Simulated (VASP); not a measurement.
Computed with G0W0 on PBE orbitals, VASP's PBE PAW potentials (set 64) (plane waves; VASP).

VASP input:

### KPOINTS
```
Automatic mesh
0
Gamma
  4 4 4
0 0 0
```

INCAR:
```
ENCUT=500   ! plane-wave cut-off (eV)
NOMEGA=64
NBANDS=240
ALGO=EVGW0
ENCUTGW=250
NBANDSGW=12
GGA=PE   ! PBE
PREC=Normal
LSPECTRALGW=.TRUE.
LCHARG=.FALSE.
ISMEAR=0   ! Gaussian
LASPH=.TRUE.
LREAL=.FALSE.   ! projection in real space or not
SYSTEM=BN
SIGMA=0.01
NELMGW=1
LWAVE=.FALSE.
```

POSCAR:
```
BN
1
    0.0000000000     1.8075000000     1.8075000000
    1.8075000000     0.0000000000     1.8075000000
    1.8075000000     1.8075000000     0.0000000000
B N
1 1
Direct
  0.0000000000   0.0000000000   0.0000000000
  0.2500000000   0.2500000000   0.2500000000
```

POTCAR, in this order: B_GW N_GW_new (PBE.64 set). Program: vasp_std. Read from the step before: WAVECAR, WAVEDER.

The resulting files:

**OSZICAR**
```
energies w=
    0.000    0.000    0.819    0.000    1.635    0.000    2.448    0.000
    3.256    0.000    4.056    0.000    4.848    0.000    5.631    0.000
    6.404    0.000    7.166    0.000    7.917    0.000    8.659    0.000
    9.389    0.000   10.111    0.000   10.822    0.000   11.526    0.000
   12.222    0.000   12.912    0.000   13.598    0.000   14.279    0.000
   14.959    0.000   15.638    0.000   16.317    0.000   16.999    0.000
   17.685    0.000   18.378    0.000   19.078    0.000   19.789    0.000
   20.512    0.000   21.250    0.000   22.005    0.000   22.782    0.000
   23.581    0.000   24.409    0.000   25.268    0.000   26.163    0.000
   27.099    0.000   28.082    0.000   29.118    0.000   30.215    0.000
   31.385    0.000   32.632    0.000   33.976    0.000   35.426    0.000
   37.001    0.000   38.725    0.000   40.621    0.000   42.721    0.000
   45.067    0.000   47.708    0.000   50.709    0.000   54.153    0.000
   58.151    0.000   62.853    0.000   68.468    0.000   75.288    0.000
   83.751    0.000   94.523    0.000  108.693    0.000  128.140    0.000
  156.444    0.000  201.341    0.000  283.257    0.000  479.400    0.000
NQ=   1    0.0000    0.0000    0.0000,
 performed        166000 updates of chi_q(r,r)
NQ=   2    0.2500    0.0000    0.0000,
 performed        494000 updates of chi_q(r,r)
NQ=   3    0.5000    0.0000    0.0000,
 performed        776000 updates of chi_q(r,r)
NQ=   4    0.2500    0.2500    0.0000,
 performed       1104000 updates of chi_q(r,r)
NQ=   5    0.5000    0.2500    0.0000,
 performed       1558000 updates of chi_q(r,r)
NQ=   6   -0.2500    0.2500    0.0000,
 performed       1966000 updates of chi_q(r,r)
NQ=   7    0.5000    0.5000    0.0000,
 performed       2213000 updates of chi_q(r,r)
NQ=   8   -0.2500    0.5000    0.2500,
 performed       2529000 updates of chi_q(r,r)
 resolving degeneracies of screened two electron integrals
```

OUTCAR:
```


 k-point   1 :       0.0000    0.0000    0.0000
  band No.  KS-energies  QP-energies   sigma(KS)   V_xc(KS)     V^pw_x(r,r')   Z            occupation Imag(sigma)

      1     -11.5113     -13.6426     -18.2121     -15.4798     -26.4803       0.7800       2.0000       1.4003
      2       8.7364       7.5155     -19.7667     -18.2769     -22.0858       0.8195       2.0000       0.0619
      3       8.7364       7.5155     -19.7667     -18.2769     -22.0858       0.8195       2.0000       0.0619
      4       8.7364       7.5155     -19.7667     -18.2769     -22.0858       0.8195       2.0000       0.0619
      5      17.5264      18.6294     -12.4516     -13.7793      -6.9070       0.8307       0.0000      -0.0784
      6      17.5264      18.6294     -12.4516     -13.7793      -6.9070       0.8307       0.0000      -0.0784
      7      17.5264      18.6294     -12.4516     -13.7793      -6.9070       0.8307       0.0000      -0.0784
      8      19.0803      19.9104     -14.4041     -15.4273      -8.2726       0.8113       0.0000      -0.0971
      9      33.4638      33.7138     -11.1094     -11.4239      -3.2841       0.7948       0.0000      -0.5286
     10      36.4716      37.3051     -12.3123     -13.3287      -5.4777       0.8200       0.0000      -0.5122
     11      36.4716      37.3051     -12.3123     -13.3287      -5.4777       0.8200       0.0000      -0.5122
     12      37.0917      37.4881     -10.5848     -11.0699      -3.0356       0.8170       0.0000      -0.7851

 k-point   2 :       0.2500    0.0000    0.0000
  band No.  KS-energies  QP-energies   sigma(KS)   V_xc(KS)     V^pw_x(r,r')   Z            occupation Imag(sigma)

      1     -10.0311     -12.0196     -18.3689     -15.7639     -26.3287       0.7633       2.0000       1.1658
      2       3.2459       1.6379     -18.2206     -16.2132     -21.6945       0.8011       2.0000       0.1001
      3       7.6035       6.3123     -19.2601     -17.6811     -21.7716       0.8177       2.0000       0.0663
      4       7.6035       6.3123     -19.2601     -17.6811     -21.7716       0.8177       2.0000       0.0663
      5      18.3620      19.2377     -13.3809     -14.4441      -7.6415       0.8237       0.0000      -0.0851
      6      19.0515      20.2106     -12.8261     -14.2332      -6.9810       0.8238       0.0000      -0.0877
      7      19.0515      20.2106     -12.8261     -14.2332      -6.9810       0.8238       0.0000      -0.0877
      8      22.3070      23.4300     -14.6676     -16.0784      -7.9181       0.7960       0.0000      -0.1278
      9      32.1672      32.5480     -10.5609     -11.0365      -3.1836       0.8006       0.0000      -0.4289
     10      32.3106      32.9700     -11.4464     -12.2475      -4.7698       0.8231       0.0000      -0.3725
     11      32.3106      32.9700     -11.4464     -12.2475      -4.7698       0.8231       0.0000      -0.3725
     12      36.5860      37.2023     -11.7552     -12.5327      -3.4329       0.7926       0.0000      -0.8912

 k-point   3 :       0.5000    0.0000    0.0000
  band No.  KS-energies  QP-energies   sigma(KS)   V_xc(KS)     V^pw_x(r,r')   Z            occupation Imag(sigma)

      1      -7.2873      -9.1385     -19.2961     -16.8520     -26.7260       0.7574       2.0000       0.8285
      2      -1.9750      -3.7997     -16.8678     -14.5029     -21.7136       0.7715       2.0000       0.2203
      3       6.7895       5.4300     -19.0910     -17.4242     -21.8182       0.8156       2.0000       0.0712
      4       6.7895       5.4300     -19.0910     -17.4242     -21.8182       0.8156       2.0000       0.0712
      5      18.8615      19.6546     -13.6754     -14.6409      -7.8394       0.8214       0.0000      -0.0879
      6      19.4182      20.5168     -12.5753     -13.9059      -6.7276       0.8256       0.0000      -0.0885
      7      19.4182      20.5168     -12.5753     -13.9059      -6.7276       0.8256       0.0000      -0.0885
      8      23.9983      25.0365     -13.7347     -15.0528      -6.5833       0.7877       0.0000      -0.1618
      9      32.1828      32.7940     -11.6179     -12.3911      -3.9170       0.7905       0.0000      -0.4079
     10      35.5163      36.4365     -12.3183     -13.4879      -3.8863       0.7868       0.0000      -0.8127
     11      35.6353      36.4298     -12.3255     -13.3201      -4.4191       0.7988       0.0000      -0.6881
     12      35.6353      36.4298     -12.3255     -13.3201      -4.4191       0.7988       0.0000      -0.6881

 k-point   4 :       0.2500    0.2500    0.0000
  band No.  KS-energies  QP-energies   sigma(KS)   V_xc(KS)     V^pw_x(r,r')   Z            occupation Imag(sigma)

      1      -9.5459     -11.5211     -18.4101     -15.8567     -26.2737       0.7736       2.0000       1.1065
      2       4.7500       3.1820     -19.1189     -17.1727     -22.3634       0.8056       2.0000       0.0875
      3       5.7154       4.2991     -18.5531     -16.8103     -21.4274       0.8127       2.0000       0.0771
      4       5.7154       4.2991     -18.5531     -16.8103     -21.4274       0.8127       2.0000       0.0771
      5      15.5037      16.2640     -12.2232     -13.1321      -7.0029       0.8365       0.0000      -0.0718
      6      20.2641      21.1164     -12.9878     -14.0266      -7.0041       0.8204       0.0000      -0.0954
      7      22.1634      23.4810     -13.7580     -15.3960      -7.1862       0.8044       0.0000      -0.1179
      8      22.1634      23.4810     -13.7580     -15.3960      -7.1862       0.8044       0.0000      -0.1179
      9      26.9986      27.7824     -12.9268     -13.8964      -6.1229       0.8083       0.0000      -0.2000
     10      35.8773      36.5901     -11.8825     -12.7934      -3.4630       0.7825       0.0000      -0.7935
     11      39.3183      40.1526     -12.3517     -13.3556      -5.1355       0.8311       0.0000      -0.7826
     12      42.1288      42.6998     -10.6544     -11.3392      -2.7749       0.8338       0.0000      -1.2190

 k-point   5 :       0.5000    0.2500    0.0000
  band No.  KS-energies  QP-energies   sigma(KS)   V_xc(KS)     V^pw_x(r,r')   Z            occupation Imag(sigma)

      1      -6.8454      -8.6515     -19.2446     -16.8318     -26.5302       0.7485       2.0000       0.7465
      2      -0.0285      -1.8013     -17.4990     -15.2269     -21.8463       0.7802       2.0000       0.1553
      3       3.5696       1.9666     -18.1264     -16.1346     -21.4942       0.8047       2.0000       0.0952
      4       5.0706       3.6018     -18.4954     -16.6820     -21.5571       0.8100       2.0000       0.0822
      5      16.2596      16.9624     -12.3329     -13.1735      -7.0580       0.8361       0.0000      -0.0740
      6      21.8167      22.7689     -13.4786     -14.6494      -7.2632       0.8133       0.0000      -0.1062
      7      23.1847      24.4886     -13.6112     -15.2448      -6.7689       0.7981       0.0000      -0.1358
      8      23.3240      24.4925     -13.7126     -15.1829      -6.7982       0.7947       0.0000      -0.1407
      9      28.6695      29.6707     -13.6404     -14.9200      -5.9810       0.7825       0.0000      -0.2701
     10      35.1895      36.2420     -12.5119     -13.8456      -4.0814       0.7891       0.0000      -0.7488
     11      37.3475      38.1256     -12.0697     -13.0247      -4.3782       0.8147       0.0000      -0.7629
     12      40.8972      41.4490     -10.8490     -11.5124      -3.1380       0.8317       0.0000      -1.0222

 k-point   6 :      -0.2500    0.2500    0.0000
  band No.  KS-energies  QP-energies   sigma(KS)   V_xc(KS)     V^pw_x(r,r')   Z            occupation Imag(sigma)

      1      -7.8473      -9.7227     -18.8691     -16.3924     -26.3460       0.7572       2.0000       0.8645
      2       1.1454      -0.5599     -17.8820     -15.7187     -21.9350       0.7883       2.0000       0.1307
      3       3.1268       1.4968     -17.9217     -15.8888     -21.3761       0.8018       2.0000       0.0999
      4       6.6360       5.2755     -18.9572     -17.2871     -21.6714       0.8146       2.0000       0.0714
      5      18.4369      19.3053     -12.5417     -13.5882      -6.9059       0.8298       0.0000      -0.0833
      6      20.8862      22.1425     -13.1360     -14.6858      -6.7738       0.8106       0.0000      -0.1075
      7      21.5977      22.6016     -13.7035     -14.9464      -7.2884       0.8077       0.0000      -0.1149
      8      23.2456      24.4436     -14.9012     -16.4144      -8.0086       0.7917       0.0000      -0.1348
      9      30.2142      31.0289     -11.9002     -12.9369      -4.3194       0.7858       0.0000      -0.3234
     10      30.7611      31.4153     -11.3890     -12.1784      -5.0053       0.8287       0.0000      -0.2851
     11      35.4987      36.4834     -12.6359     -13.8777      -4.1525       0.7930       0.0000      -0.7952
     12      42.5823      43.0827     -11.0208     -11.6163      -3.1083       0.8403       0.0000      -1.2386

 k-point   7 :       0.5000    0.5000    0.0000
  band No.  KS-energies  QP-energies   sigma(KS)   V_xc(KS)     V^pw_x(r,r')   Z            occupation Imag(sigma)

      1      -5.9180      -7.6856     -19.5946     -17.2557     -26.6883       0.7557       2.0000       0.6564
      2      -0.1982      -2.0601     -17.6719     -15.2728     -22.1828       0.7761       2.0000       0.1599
      3       3.8197       2.2712     -18.2438     -16.3185     -21.6103       0.8043       2.0000       0.0932
      4       3.8197       2.2712     -18.2438     -16.3185     -21.6103       0.8043       2.0000       0.0932
      5      13.1712      13.6763     -11.9279     -12.5264      -7.1066       0.8440       0.0000      -0.0643
      6      17.9327      18.5457     -11.9649     -12.6953      -6.5969       0.8393       0.0000      -0.0757
      7      26.6597      28.0863     -14.5252     -16.3841      -6.4652       0.7675       0.0000      -0.2449
      8      26.6597      28.0863     -14.5252     -16.3841      -6.4652       0.7675       0.0000      -0.2449
      9      29.5358      30.6054     -14.9793     -16.3718      -6.7934       0.7681       0.0000      -0.3179
...
```
(Selected blocks of OUTCAR.)

The mesh is coarse and the basis finite, so the quasiparticle values are not converged.

The compound is BN in the zinc blende structure. The cell was not relaxed at this level. The k-mesh is coarse (spacing up to 0.75 per Å, 2π included), so the numbers may not be converged in it.
